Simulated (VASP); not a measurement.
# HfC with PBEsol: from relaxation to properties, part 2 of 4

What structure does HfC take at this level, and what are its properties? The start is a cell from a database of measured crystal structures.

VASP 6.6.1; PBEsol; plane waves and PAW (Hf_pv, C).

Still holding for the runs below: The k-mesh is coarse for a metal.

So far. Step 2 (Relaxing cell and atoms (PBEsol)): It ends with forces that vanish by symmetry and a pressure of 0.13 GPa. The volume lies -2.9 % from that of the database's start, part of which can be the thermal and zero-point expansion of its experiment. Step 3 (Second relaxation): It ends with forces that vanish by symmetry and a pressure of 0.11 GPa. The volume moved by under 0.01 %: the run met its threshold at the first step.

The database entry behind the starting cell differs from later determinations by our own check (about 0.2 % long), so it need not match the best structure at ambient conditions.

### Step 4. Single point with fields (PBEsol)

A single point on the relaxed cell gives a clean self-consistent state, with density, ELF and potential written out.

Contents of INCAR:

```
SYSTEM = HfC
PREC = Accurate
ENCUT = 520
EDIFF = 1E-06
NELM = 100
ISMEAR = 0
SIGMA = 0.05
LREAL = .FALSE.
ALGO = Normal
GGA = PS
NBANDS = 13
LASPH = .TRUE.
LORBIT = 11
LWAVE = .FALSE.
LCHARG = .TRUE.
ISIF = 2
LELF = .TRUE.
LVHAR = .TRUE.
```

Contents of POSCAR:

```
HfC
1.0
    0.0000000000      2.3022337384      2.3022337384
    2.3022337384      0.0000000000      2.3022337384
    2.3022337384      2.3022337384      0.0000000000
Hf C
1 1
Direct
    0.5000000000      0.5000000000      0.5000000000
    0.0000000000      0.0000000000      0.0000000000
```

Contents of KPOINTS:

```
Automatic mesh
0
Gamma
8 8 8
0 0 0
```

Potentials, in the order of the species: Hf_pv and C (PBE family, release 64).

The run is started by

```bash
> mpirun -np 2 vasp_std
```

Log:

```text
[banner, memory and clock lines left out]
running    2 mpi-ranks, on    1 nodes
 distrk:  each k-point on    2 cores,    1 groups
 distr:  one band on    1 cores,    2 groups

 POSCAR found type information on POSCAR HfC
 POSCAR found :  2 types and       2 ions
 [... a notice as in an earlier step ...]

 LDA part: xc-table for (Slater+PW92), standard interpolation
|                                                                             |
|           W    W    AA    RRRRR   N    N  II  N    N   GGGG   !!!           |
|           W    W   A  A   R    R  NN   N  II  NN   N  G    G  !!!           |
|           W    W  A    A  R    R  N N  N  II  N N  N  G       !!!           |
|           W WW W  AAAAAA  RRRRR   N  N N  II  N  N N  G  GGG   !            |
|           WW  WW  A    A  R   R   N   NN  II  N   NN  G    G                |
|           W    W  A    A  R    R  N    N  II  N    N   GGGG   !!!           |
|                                                                             |
|     The number of bands has been changed from the values supplied in        |
|     The orbitals not found in the WAVECAR file will be initialized with     |
|     random numbers, which is usually adequate. For correlated               |
|     calculations, however, you should redo the groundstate calculation.     |
|     I found NBANDS = 13. Now, NBANDS = 14.                                  |
|                                                                             |

 POSCAR, INCAR and KPOINTS ok, starting setup
 FFT: planning ... GRIDC
 FFT: planning ... GRID_SOFT
 FFT: planning ... GRID
 WAVECAR not read
 entering main loop
       N       E                     dE             d eps       ncg     rms          rms(c)
DAV:   1     0.211370802540E+02    0.21137E+02   -0.78443E+03   812   0.991E+02
DAV:   2    -0.235502494510E+02   -0.44687E+02   -0.41954E+02  1054   0.198E+02
DAV:   3    -0.250658101946E+02   -0.15156E+01   -0.15103E+01   992   0.266E+01
DAV:   4    -0.250718502461E+02   -0.60401E-02   -0.60398E-02   938   0.211E+00
DAV:   5    -0.250718845040E+02   -0.34258E-04   -0.34257E-04   994   0.143E-01    0.611E+01
DAV:   6    -0.222598730861E+02    0.28120E+01   -0.10435E+01   908   0.172E+01    0.429E+01
DAV:   7    -0.222082399999E+02    0.51633E-01   -0.50727E-01  1022   0.491E+00    0.239E+01
DAV:   8    -0.221961180311E+02    0.12122E-01   -0.58751E-02   980   0.185E+00    0.508E+00
DAV:   9    -0.221915154832E+02    0.46025E-02   -0.17403E-02   866   0.758E-01    0.205E+00
DAV:  10    -0.221911811396E+02    0.33434E-03   -0.13114E-03  1058   0.266E-01    0.820E-02
DAV:  11    -0.221911762763E+02    0.48633E-05   -0.73896E-05   920   0.742E-02    0.397E-02
DAV:  12    -0.221911760590E+02    0.21732E-06   -0.20235E-06   980   0.117E-02
   1 F= -.22191176E+02 E0= -.22190735E+02  d E =-.881227E-03
```

Elapsed: 6.2 s, on 2 MPI ranks of AMD EPYC 7R43, shared host; peak memory 0.19 GiB; 11 s of CPU time.

From OUTCAR (step 4):

```text
The static configuration has the point symmetry O_h .

 Found     29 irreducible k-points:

   k-points           NKPTS =     29   k-points in BZ     NKDIM =     29   number of bands    NBANDS=     14

   NELECT =      14.0000    total number of electrons

 E-fermi :   5.9861

 k-point     2 :       0.1250    0.0000    0.0000
  band No.  band energies     occupation
    ...
      3     -23.3350      2.00000
      4      -5.9938      2.00000
      5       5.2059      2.00000
      6       5.7054      2.00000
      7       5.7054      2.00000
      8       7.9710      0.00000
      9       7.9710      0.00000
     10       8.3705      0.00000
     11      11.1202      0.00000
     12      11.1202      0.00000
    ...

 k-point     3 :       0.2500    0.0000    0.0000
  band No.  band energies     occupation
    ...
      3     -23.3622      2.00000
      4      -4.8992      2.00000
      5       2.9474      2.00000
      6       4.2197      2.00000
      7       4.2197      2.00000
      8       9.0780      0.00000
      9       9.1125      0.00000
     10       9.1125      0.00000
     11      13.8099      0.00000
     12      13.8099      0.00000
    ...

  Total        0.0172792      0.0172792      0.0172792     -0.0000000      0.0000000     -0.0000000
  in kB        1.1343760      1.1343760      1.1343760     -0.0000000      0.0000000     -0.0000000
  external PRESSURE =       1.1343760 kB  Pullay stress =       0.0000000 kB

 POSITION                                       TOTAL-FORCE (eV/Angst)
 -----------------------------------------------------------------------------------
      2.30223      2.30223      2.30223        -0.000000      0.000000      0.000000
      0.00000      0.00000      0.00000         0.000000     -0.000000     -0.000000
 -----------------------------------------------------------------------------------
    total drift:                                0.000000     -0.000000      0.000000

  FREE ENERGIE OF THE ION-ELECTRON SYSTEM (eV)
  ---------------------------------------------------
  free  energy   TOTEN  =       -22.1911760590 eV

  energy  without entropy=      -22.1902948316  energy(sigma->0) =      -22.19073545

[... 11 parts as in an earlier step ...]

[... 2 further parts left out ...]
```

This step gave:

```
SCF cycles : 12
bands      : 14
pressure   : 0.1134 GPa
```

Valence electrons inside each PAW sphere by angular momentum. Sphere charges, by row:

```tsv
atom	s (e)	p (e)	d (e)	tot (e)
Hf1	0.319	6.661	1.729	8.709
C2	0.871	1.517	0	2.388
```

Electrostatic potential energy in the ac plane of the conventional cell at fractional y = 0.000, with atoms of Hf and C within 0.2 Å of it. With pseudopotentials it is smooth inside the atoms' cores, unlike the true potential.

Ten even steps from '_' (-41 eV) to '@' (0 eV), each cell a mean:
```
..__%%%%##++======**%%@@++__
--##@@@@##**++++++##%%@@%%++
%%@@@@@@@@########%%@@@@@@@@
##%%@@@@@@@@%%%%@@@@@@@@%%%%
****##@@@@@@%%##@@@@@@%%##**
==++**%%@@##____--@@@@##++==
--==**##%%--..**__##%%##++==
====**%%@@++__..__%%%%##++==
++++##%%@@%%++--##@@@@##**++
####%%@@@@@@@@%%@@@@@@@@####
%%@@@@@@@@%%%%##%%@@@@@@@@%%
##@@@@@@%%##******##@@@@@@%%
__--@@@@##++====++**%%@@##__
**__##%%##++==--==**##%%--..
```
Columns run along a (4.6 Å; values clipped at the 3rd and 97th percentile), rows up along c (4.6 Å), edges of the conventional cell, whose origin can differ from the input's. Atoms in or near the plane, at fractional coordinates: Hf at (0.50, 0.00), Hf at (0.00, 0.50), C at (0.00, 0.00), C at (0.50, 0.50).

ELF in the ac plane of the conventional cell at fractional y = 0.000, with atoms of Hf and C within 0.2 Å of it. It is the smooth field of the valence electrons, not physical close to the nuclei.

Values, 14 rows by 14 columns, each cell a mean:
```
0.30 0.65 0.75 0.40 0.33 0.42 0.15 0.08 0.31 0.43 0.27 0.61 0.75 0.43
0.73 0.78 0.71 0.36 0.20 0.37 0.42 0.42 0.44 0.28 0.21 0.57 0.77 0.75
0.62 0.60 0.50 0.28 0.14 0.20 0.33 0.36 0.26 0.14 0.19 0.42 0.57 0.61
0.30 0.24 0.19 0.20 0.28 0.36 0.40 0.41 0.38 0.33 0.25 0.19 0.21 0.27
0.45 0.37 0.19 0.19 0.50 0.71 0.75 0.75 0.74 0.64 0.33 0.14 0.28 0.43
0.23 0.37 0.37 0.24 0.60 0.78 0.65 0.55 0.72 0.74 0.38 0.26 0.44 0.31
0.02 0.23 0.45 0.30 0.62 0.73 0.30 0.11 0.55 0.75 0.41 0.36 0.42 0.08
0.08 0.31 0.43 0.27 0.61 0.75 0.43 0.30 0.65 0.75 0.40 0.33 0.42 0.15
0.42 0.44 0.28 0.21 0.57 0.77 0.75 0.73 0.78 0.71 0.36 0.20 0.37 0.42
0.36 0.26 0.14 0.19 0.42 0.57 0.61 0.62 0.60 0.50 0.28 0.14 0.20 0.33
0.41 0.38 0.33 0.25 0.19 0.21 0.27 0.30 0.24 0.19 0.20 0.28 0.36 0.40
0.75 0.74 0.64 0.33 0.14 0.28 0.43 0.45 0.37 0.19 0.19 0.50 0.71 0.75
0.55 0.72 0.74 0.38 0.26 0.44 0.31 0.23 0.37 0.37 0.24 0.60 0.78 0.65
0.11 0.55 0.75 0.41 0.36 0.42 0.08 0.02 0.23 0.45 0.30 0.62 0.73 0.30
```
Columns run along a (4.6 Å), rows up along c (4.6 Å), edges of the conventional cell, whose origin can differ from the input's. Atoms in or near the plane, at fractional coordinates: Hf at (0.50, 0.00), Hf at (0.00, 0.50), C at (0.00, 0.00), C at (0.50, 0.50).

Valence density in the ac plane of the conventional cell at fractional y = 0.000, with atoms of Hf and C within 0.2 Å of it. It is the smooth field of the valence electrons, not physical close to the nuclei.

Values in e/Å³, 14 rows by 14 columns, each cell a mean:
```
1.6 1.4 0.8 0.4 0.7 2.1 3.3 3.4 2.8 1.3 0.5 0.6 1.1 1.6
1.2 0.9 0.5 0.3 0.4 1.1 2.1 2.3 1.6 0.7 0.3 0.4 0.7 1.1
0.6 0.5 0.3 0.2 0.2 0.4 0.7 0.8 0.6 0.3 0.2 0.3 0.4 0.6
0.5 0.4 0.2 0.2 0.2 0.3 0.4 0.5 0.4 0.3 0.2 0.2 0.3 0.5
1.5 1.0 0.4 0.2 0.3 0.5 0.8 0.9 0.7 0.4 0.3 0.3 0.7 1.3
3.1 2.3 1.0 0.4 0.5 0.9 1.4 1.5 1.2 0.7 0.4 0.6 1.6 2.8
3.5 3.1 1.5 0.5 0.6 1.2 1.6 1.4 1.5 0.9 0.5 0.8 2.3 3.4
3.4 2.8 1.3 0.5 0.6 1.1 1.6 1.6 1.4 0.8 0.4 0.7 2.1 3.3
2.3 1.6 0.7 0.3 0.4 0.7 1.1 1.2 0.9 0.5 0.3 0.4 1.1 2.1
0.8 0.6 0.3 0.2 0.3 0.4 0.6 0.6 0.5 0.3 0.2 0.2 0.4 0.7
0.5 0.4 0.3 0.2 0.2 0.3 0.5 0.5 0.4 0.2 0.2 0.2 0.3 0.4
0.9 0.7 0.4 0.3 0.3 0.7 1.3 1.5 1.0 0.4 0.2 0.3 0.5 0.8
1.5 1.2 0.7 0.4 0.6 1.6 2.8 3.1 2.3 1.0 0.4 0.5 0.9 1.4
1.4 1.5 0.9 0.5 0.8 2.3 3.4 3.5 3.1 1.5 0.5 0.6 1.2 1.6
```
Columns run along a (4.6 Å), rows up along c (4.6 Å), edges of the conventional cell, whose origin can differ from the input's. Atoms in or near the plane, at fractional coordinates: Hf at (0.50, 0.00), Hf at (0.00, 0.50), C at (0.00, 0.00), C at (0.50, 0.50).

In this run the pressure is 0.11 GPa, small enough to go on; single stress components reach 0.11 GPa.

### Step 5. Bands along the symmetry lines (PBEsol)

The mesh alone shows little of the dispersion and can miss band extrema, so KPOINTS_OPT adds a path through the symmetry points after the self-consistent cycle.

Contents of INCAR:

```
SYSTEM = HfC
PREC = Accurate
ENCUT = 520
EDIFF = 1E-06
NELM = 100
ISMEAR = 0
SIGMA = 0.05
LREAL = .FALSE.
ALGO = Normal
GGA = PS
NBANDS = 19
LASPH = .TRUE.
LORBIT = 11
LWAVE = .FALSE.
LCHARG = .FALSE.
KPAR = 2
```

POSCAR is that of step 4.

KPOINTS is that of step 4.

Contents of KPOINTS_OPT:

```
Line mode
16
Line-mode
Reciprocal
  0.00000000   0.00000000   0.00000000 GAMMA
  0.50000000   0.00000000   0.50000000 X

  0.50000000   0.00000000   0.50000000 X
  0.50000000   0.25000000   0.75000000 W

  0.50000000   0.25000000   0.75000000 W
  0.37500000   0.37500000   0.75000000 K

  0.37500000   0.37500000   0.75000000 K
  0.00000000   0.00000000   0.00000000 GAMMA

  0.00000000   0.00000000   0.00000000 GAMMA
  0.50000000   0.50000000   0.50000000 L

  0.50000000   0.50000000   0.50000000 L
  0.62500000   0.25000000   0.62500000 U

  0.62500000   0.25000000   0.62500000 U
  0.50000000   0.25000000   0.75000000 W

  0.50000000   0.25000000   0.75000000 W
  0.50000000   0.50000000   0.50000000 L

  0.50000000   0.50000000   0.50000000 L
  0.37500000   0.37500000   0.75000000 K

  0.62500000   0.25000000   0.62500000 U
  0.50000000   0.00000000   0.50000000 X
```

The run is started by

```bash
> mpirun -np 2 vasp_std
```

Log:

```text
[... set-up lines as in an earlier step ...]
 entering main loop
       N       E                     dE             d eps       ncg     rms          rms(c)
DAV:   1     0.298348821930E+02    0.29835E+02   -0.72223E+03  1102   0.727E+02
DAV:   2    -0.234322855834E+02   -0.53267E+02   -0.50143E+02  1388   0.182E+02
DAV:   3    -0.250670811030E+02   -0.16348E+01   -0.16223E+01  1282   0.225E+01
DAV:   4    -0.250718737728E+02   -0.47927E-02   -0.47922E-02  1261   0.144E+00
DAV:   5    -0.250718847635E+02   -0.10991E-04   -0.10991E-04  1237   0.682E-02    0.611E+01
DAV:   6    -0.222689435789E+02    0.28029E+01   -0.89546E+00  1162   0.127E+01    0.432E+01
DAV:   7    -0.222099085496E+02    0.59035E-01   -0.42460E-01  1153   0.372E+00    0.239E+01
DAV:   8    -0.221951751304E+02    0.14733E-01   -0.50027E-02  1178   0.143E+00    0.474E+00
DAV:   9    -0.221914091959E+02    0.37659E-02   -0.10172E-02  1168   0.527E-01    0.198E+00
DAV:  10    -0.221911815369E+02    0.22766E-03   -0.80196E-04  1216   0.184E-01    0.666E-02
DAV:  11    -0.221911763725E+02    0.51644E-05   -0.48777E-05  1216   0.506E-02    0.251E-02
DAV:  12    -0.221911759907E+02    0.38180E-06   -0.22882E-06  1084   0.964E-03
   1 F= -.22191176E+02 E0= -.22190735E+02  d E =-.881063E-03
 Start KPOINTS_OPT (optional k-point list driver)
k-point batch [1-29\160]
       N       E                     dE             ncg
DAV:   1    -0.204546501747E+04   -0.15256E+05     1110
DAV:   2    -0.355187554300E+04   -0.15064E+04     1363
DAV:   3    -0.358997569386E+04   -0.38100E+02     1335
DAV:   4    -0.359008748838E+04   -0.11179E+00     1228
DAV:   5    -0.359008782768E+04   -0.33929E-03     1249
DAV:   6    -0.359008782939E+04   -0.17135E-05     1150
DAV:   7    -0.359008782945E+04   -0.63320E-07     1015
[...]
k-point batch [146-160\160]
       N       E                     dE             ncg
DAV:   1     0.708543239559E+04   -0.10364E+05      570
DAV:   2     0.626816916840E+04   -0.81726E+03      725
DAV:   3     0.624446713508E+04   -0.23702E+02      682
DAV:   4     0.624438515633E+04   -0.81979E-01      602
DAV:   5     0.624438493854E+04   -0.21779E-03      630
DAV:   6     0.624438493741E+04   -0.11324E-05      587
DAV:   7     0.624438493737E+04   -0.42151E-07      513
```

It took 20 s on 2 MPI ranks; peak memory 0.25 GiB; 38 s of CPU time.

From OUTCAR (step 5):

```text
   k-points           NKPTS =     29   k-points in BZ     NKDIM =     29   number of bands    NBANDS=     19

   NELECT =      14.0000    total number of electrons

 E-fermi :   5.9859

 k-point     1 :       0.0000    0.0000    0.0000
  band No.  band energies     occupation
      1     -23.3238      2.00000
      2     -23.3238      2.00000
      3     -23.3238      2.00000
      4      -6.4021      2.00000
      5       7.0809      0.00000
      6       7.0809      0.00000
      7       7.0809      0.00000
      8       7.3860      0.00000
      9       7.3860      0.00000
    ...

  Total        0.0188446      0.0188446      0.0188446      0.0000000      0.0000000      0.0000000
  in kB        1.2371414      1.2371414      1.2371414      0.0000000      0.0000000      0.0000000
  external PRESSURE =       1.2371414 kB  Pullay stress =       0.0000000 kB

 POSITION                                       TOTAL-FORCE (eV/Angst)
 -----------------------------------------------------------------------------------
      2.30223      2.30223      2.30223         0.000000     -0.000000      0.000000
      0.00000      0.00000      0.00000        -0.000000      0.000000     -0.000000
 -----------------------------------------------------------------------------------
    total drift:                                0.000000     -0.000000      0.000000

  FREE ENERGIE OF THE ION-ELECTRON SYSTEM (eV)
  ---------------------------------------------------
  free  energy   TOTEN  =       -22.1911759907 eV

  energy  without entropy=      -22.1902949277  energy(sigma->0) =      -22.19073546

[... 8 parts as in an earlier step ...]

[... 8 further parts left out ...]
```

Spin-orbit coupling is off here; it can split and shift levels that hold much weight on Hf by tenths of an eV or more.

This step gave:

```yaml
bands: 19
pressure: 0.1237 GPa
```

The electronic bands at the labelled points (eV, zero at the Fermi level; # counts the bands kept in this run, so #1 is VASP's band 4):

```tsv
point	#1	#2	#3	#4	#5	#6	#7	#8
Γ	-12.39	1.09	1.09	1.09	1.40	1.40	1.40	3.50
0.47 of the way	-10.91	-3.47	-0.42	-0.36	-0.36	4.30	5.23	5.23
X	-10.44	-2.50	-1.88	0.00	0.00	5.52	7.01	7.01
0.47 of the way	-10.12	-2.59	-2.34	-1.54	1.18	6.23	6.61	7.01
W	-9.64	-3.03	-2.69	-2.69	3.79	3.79	7.02	7.36
0.47 of the way	-9.69	-3.33	-2.69	-2.17	2.51	4.99	6.89	7.74
K	-9.74	-3.54	-2.67	-1.62	1.62	5.99	6.40	8.60
0.47 of the way	-10.13	-4.05	-2.44	-2.09	3.02	4.17	5.35	6.21
Γ	-12.39	1.09	1.09	1.09	1.40	1.40	1.40	3.50
0.47 of the way	-11.06	-2.74	-1.60	-1.60	2.94	2.94	2.98	7.46
L	-8.41	-6.26	-3.04	-3.04	5.51	5.51	6.00	6.71
0.47 of the way	-8.90	-5.44	-2.83	-2.64	3.88	5.46	5.64	8.97
U	-9.74	-3.54	-2.67	-1.62	1.62	5.99	6.40	8.60
0.47 of the way	-9.70	-3.38	-2.68	-2.07	2.33	5.15	6.84	7.85
W	-9.64	-3.03	-2.69	-2.69	3.79	3.79	7.02	7.36
0.47 of the way	-9.14	-4.91	-2.75	-2.45	3.97	4.23	6.33	9.26
L	-8.41	-6.26	-3.04	-3.04	5.51	5.51	6.00	6.71
0.47 of the way	-8.90	-5.44	-2.83	-2.64	3.88	5.46	5.64	8.97
K	-9.74	-3.54	-2.67	-1.62	1.62	5.99	6.40	8.60
jump to U	-9.74	-3.54	-2.67	-1.62	1.62	5.99	6.40	8.60
0.47 of the way	-10.22	-2.57	-2.42	-0.66	0.42	6.63	6.70	6.83
X	-10.44	-2.50	-1.88	0.00	0.00	5.52	7.01	7.01
```

Of the projections kept (Hf, C), the largest for each band there, as a share of the weight inside these atoms' spheres; weight between the spheres isn't counted:

```tsv
point	#1	#2	#3	#4	#5	#6	#7	#8
Γ	C 0.58	C 0.88	C 0.88	C 0.88	Hf 1.00	Hf 1.00	Hf 1.00	Hf 1.00
X	C 0.63	Hf 0.61	Hf 1.00	C 0.65	C 0.65	Hf 1.00	Hf 1.00	Hf 1.00
W	C 0.65	Hf 0.52	Hf 0.69	Hf 0.69	Hf 0.70	Hf 0.70	Hf 1.00	Hf 0.99
K	C 0.65	Hf 0.68	Hf 0.65	Hf 0.51	Hf 0.75	Hf 1.00	Hf 0.79	Hf 0.90
Γ	C 0.58	C 0.88	C 0.88	C 0.88	Hf 1.00	Hf 1.00	Hf 1.00	Hf 1.00
L	C 0.69	Hf 0.68	Hf 0.59	Hf 0.59	Hf 0.96	Hf 0.96	Hf 0.77	Hf 0.81
```

The electronic bands as a text plot (rows in eV, shown from -8.0 to 3.5 only):

```
    3.3 |  *         **   *   **  *   *          *
    2.8 | *                  *       *       *              *
    2.3 |           *  * *    * *   *         * *
    1.8 |*              *      *** **          *             *
    1.3 |*                       **
    0.9 |**        *             **                           *
    0.4 | **      *                *                           *
   -0.1 |  **  ***              *                               *
   -0.6 |    **   *             *   *                          *
   -1.1 | *   *    *           *    **                        *
   -1.5 |  *   *        *     **               *             *
   -2.0 |       ***    * *   ***     **       * *           *   *
   -2.5 |        *************         *    **********     ******
   -3.0 |   *   *    **       *         ******   **  *******  *
   -3.4 |      *       **             *        **
   -3.9 |    **          *   *                *    *         *
   -4.4 |                 *            *            *       *
   -4.9 |                  **                *
   -5.4 |                               *   *        *     *
   -5.8 |                                  *          **  *
   -6.3 |                                **             **
   -6.8 |
   -7.3 |
   -7.8 |
         Γ       X    W  K        Γ      L     U  W     L   K|U X
```

There is no gap at this level.

(Continued in part 3 of 4.)

[Lines on the potential files, build, host, timing and source positions are cut from VASP's logs without a mark.]

[Logs are printed without paths, hosts, clocks, repeated set-up lines and the standing remarks that a program may print on its own settings, such as how far it seeks lower states.]

[Hosts, paths, dates, database ids (printed as entryN), source tags and the programs' standing remarks are cut or masked in the printed files.]

[A measured line is paired with the nearest computed mode of its activity, which favours agreement.]

[In band tables of VASP the shares of atoms and orbitals are scaled to a sum of 1 inside the atoms' spheres.]
